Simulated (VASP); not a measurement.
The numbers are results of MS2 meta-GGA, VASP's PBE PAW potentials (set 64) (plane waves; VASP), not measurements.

Input for VASP

KPOINTS_OPT:
```
k-points along high-symmetry lines
6
Line-mode
Reciprocal
  0.000000   0.000000   0.000000 ! GAMMA
  0.500000   0.000000   0.000000 ! M

  0.500000   0.000000   0.000000 ! M
  0.333333   0.333333   0.000000 ! K

  0.333333   0.333333   0.000000 ! K
  0.000000   0.000000   0.000000 ! GAMMA

  0.000000   0.000000   0.000000 ! GAMMA
  0.000000   0.000000   0.500000 ! A

  0.000000   0.000000   0.500000 ! A
  0.500000   0.000000   0.500000 ! L

  0.500000   0.000000   0.500000 ! L
  0.333333   0.333333   0.500000 ! H

  0.333333   0.333333   0.500000 ! H
  0.000000   0.000000   0.500000 ! A

  0.500000   0.000000   0.500000 ! L
  0.500000   0.000000   0.000000 ! M

  0.333333   0.333333   0.500000 ! H
  0.333333   0.333333   0.000000 ! K
```

### POSCAR
```
Te
1
    2.1769153261    -3.7705276690     0.0000000000
    2.1769153261     3.7705276690    -0.0000000000
    0.0000000000    -0.0000000000     5.9766990231
Te
3
Direct
  1.0000000000   0.2735725466   0.6666670000
  0.7264274534   0.7264274534   0.0000000000
  0.2735725466   1.0000000000   0.3333330000
```

INCAR:
```
# general
SYSTEM   =  Te
PREC     =  Accurate
ENCUT    =  520
LREAL    =  .False.
LASPH    =  .True.

# electronic loop
EDIFF    =  1E-7
NELM     =  100
ALGO     =  Normal
LMAXMIX  =  4
LMIXTAU  =  .True.

# smearing
ISMEAR   =  -5

# functional
METAGGA  =  MS2

# ions
ISIF     =  2

# output
LWAVE    =  .False.
LCHARG   =  .False.
LORBIT   =  11
NEDOS    =  601

# other
LEFG     =  .True.
```

### KPOINTS
```
kpoints
0
G
 7 7 4
```

POTCAR, in this order: Te (PBE.64 set). Program: vasp_std.

The resulting files:

### OSZICAR
```
       N       E                     dE             d eps       ncg     rms          rms(c)
DAV:   1     0.709087229275E+02    0.70909E+02   -0.61318E+03   728   0.104E+03
DAV:   2    -0.388631634042E+01   -0.74795E+02   -0.72403E+02   969   0.156E+02
DAV:   3    -0.837764285831E+01   -0.44913E+01   -0.44550E+01   903   0.423E+01
DAV:   4    -0.843653723353E+01   -0.58894E-01   -0.58841E-01   808   0.582E+00
DAV:   5    -0.843750904281E+01   -0.97181E-03   -0.97179E-03   876   0.750E-01    0.138E+01
DAV:   6     0.263050399357E+01    0.11068E+02   -0.72429E+00   728   0.306E+01    0.809E+00
DAV:   7     0.348898474767E+01    0.85848E+00   -0.25639E+00   728   0.168E+01    0.835E-01
DAV:   8     0.349349658755E+01    0.45118E-02   -0.15957E-01   783   0.474E+00    0.963E-01
DAV:   9     0.343256647699E+01   -0.60930E-01   -0.70713E-02   728   0.365E+00    0.311E-01
DAV:  10     0.343085512336E+01   -0.17114E-02   -0.27174E-02   728   0.206E+00    0.398E-01
DAV:  11     0.342164686793E+01   -0.92083E-02   -0.12360E-02   728   0.133E+00    0.479E-02
DAV:  12     0.342171366188E+01    0.66794E-04   -0.96442E-04   798   0.377E-01    0.437E-02
DAV:  13     0.342136706888E+01   -0.34659E-03   -0.41237E-04   728   0.301E-01    0.282E-02
DAV:  14     0.342137737042E+01    0.10302E-04   -0.74892E-05   738   0.108E-01    0.107E-02
DAV:  15     0.342134804806E+01   -0.29322E-04   -0.17951E-05   748   0.515E-02    0.810E-03
DAV:  16     0.342135180263E+01    0.37546E-05   -0.26140E-06   803   0.215E-02    0.358E-03
DAV:  17     0.342134752941E+01   -0.42732E-05   -0.11900E-06   728   0.149E-02    0.279E-03
DAV:  18     0.342134998740E+01    0.24580E-05   -0.71701E-07   728   0.111E-02    0.135E-03
DAV:  19     0.342134862047E+01   -0.13669E-05   -0.64402E-08   379   0.355E-03    0.525E-04
DAV:  20     0.342134921934E+01    0.59887E-06   -0.16342E-08   364   0.157E-03    0.224E-04
DAV:  21     0.342134912817E+01   -0.91168E-07   -0.31707E-09   364   0.704E-04
   1 F= 0.34213491E+01 E0= 0.34213491E+01  d E =0.000000E+00
       N       E                     dE             ncg
       N       E                     dE             ncg
```

OUTCAR:
```
------------------------ aborting loop because EDIFF is reached ----------------------------------------
  FORCE on cell =-STRESS in cart. coord.  units (eV):
  Direction    XX          YY          ZZ          XY          YZ          ZX
  --------------------------------------------------------------------------------------
  Total        0.0303306      0.0303306     -0.0537899      0.0000000      0.0000000      0.0000000
  in kB        0.4952872      0.4952871     -0.8783678      0.0000000      0.0000000      0.0000000
  external PRESSURE =       0.0374021 kB  Pullay stress =       0.0000000 kB
  volume of cell :       98.11
      direct lattice vectors                 reciprocal lattice vectors
     2.176915326 -3.770527669  0.000000000     0.229682797 -0.132607434  0.000000000
     2.176915326  3.770527669  0.000000000     0.229682797  0.132607434  0.000000000
     0.000000000  0.000000000  5.976699023     0.000000000  0.000000000  0.167316439
 POSITION                                       TOTAL-FORCE (eV/Angst)
 -----------------------------------------------------------------------------------
      0.59554      1.03151      3.98447        -0.000143     -0.000247     -0.000000
      3.16274      0.00000      0.00000         0.000285      0.000000     -0.000000
      0.59554     -1.03151      1.99223        -0.000143      0.000247      0.000000
 -----------------------------------------------------------------------------------
    total drift:                               -0.000173     -0.000385      0.000015
  FREE ENERGIE OF THE ION-ELECTRON SYSTEM (eV)
  ---------------------------------------------------
  free  energy   TOTEN  =         3.4213491282 eV

  energy  without entropy=        3.4213491282  energy(sigma->0) =        3.42134913

 total charge

# of ion       s       p       d       tot
------------------------------------------
    1        1.452   1.829   0.048   3.329
    2        1.452   1.829   0.048   3.329
    3        1.452   1.829   0.048   3.329
--------------------------------------------------
tot          4.356   5.488   0.143   9.986

 Electric field gradients after diagonalization (V/A^2)
 (convention: |V_zz| > |V_xx| > |V_yy|)
----------------------------------------------------------------------
 ion       V_xx      V_yy      V_zz     asymmetry (V_yy - V_xx)/ V_zz
----------------------------------------------------------------------
   1     352.330   169.342  -521.672       0.351
   2     352.329   169.342  -521.672       0.351
   3     352.330   169.342  -521.672       0.351
```
(Selected blocks of OUTCAR.)

The compound is Te in the trig structure. It was relaxed first.
